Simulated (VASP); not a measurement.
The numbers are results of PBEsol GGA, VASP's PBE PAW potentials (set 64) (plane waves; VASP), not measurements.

The input files of a VASP run:

POSCAR:
```
Li(100) slab
1
    3.4259430542     0.0000000000     0.0000000000
    0.0000000000     3.4259430542     0.0000000000
    0.0000000000     0.0000000000    25.0025127766
Li
6
Direct
  0.5000000000   0.0000000000   0.3180709929
  0.0000000000   0.5000000000   0.3930583568
  0.5000000000   0.0000000000   0.4643906356
  0.0000000000   0.5000000000   0.5356093644
  0.5000000000   0.0000000000   0.6069416432
  0.0000000000   0.5000000000   0.6819290071
```

### KPOINTS
```
Automatic mesh
0
Gamma
8 8 1
0 0 0
```

### INCAR
```
ALGO  =  Normal
DIPOL  =  0.5 0.5 0.5
EDIFF  =  1E-6
ENCUT  =  450
GGA  =  PS
IDIPOL  =  3
ISMEAR  =  1
LASPH  =  .True.
LCHARG  =  .False.
LDIPOL  =  .True.
LORBIT  =  11
LREAL  =  .False.
LVHAR  =  .True.
LWAVE  =  .False.
NELM  =  100
NELMIN  =  4
PREC  =  Normal
SIGMA  =  0.1
SYSTEM  =  Li(100) slab
```

POTCAR, in this order: Li_sv (PBE.64 set). Program: vasp_std. Read from the step before: WAVECAR.

Estimate the energy per atom (σ→0), band gap (on the k-mesh).

The energy per atom (σ→0) comes out as -1.852 eV/atom. The band gap (on the k-mesh) comes out as none (metal, semimetal or under 0.01 eV).

### OSZICAR
```
       N       E                     dE             d eps       ncg     rms          rms(c)
DAV:   1    -0.111125387657E+02   -0.11113E+02   -0.32053E-05   536   0.494E-02    0.382E-03
DAV:   2    -0.111125383374E+02    0.42825E-06   -0.89740E-06   549   0.262E-02    0.297E-03
DAV:   3    -0.111125379652E+02    0.37227E-06   -0.69316E-07   299   0.972E-03    0.123E-03
DAV:   4    -0.111125379660E+02   -0.81582E-09   -0.42882E-07   240   0.660E-03
   1 F= -.11112538E+02 E0= -.11112400E+02  d E =-.415378E-03
```

The cell is a thin slab with vacuum, built from Li (bcc): (100) face.
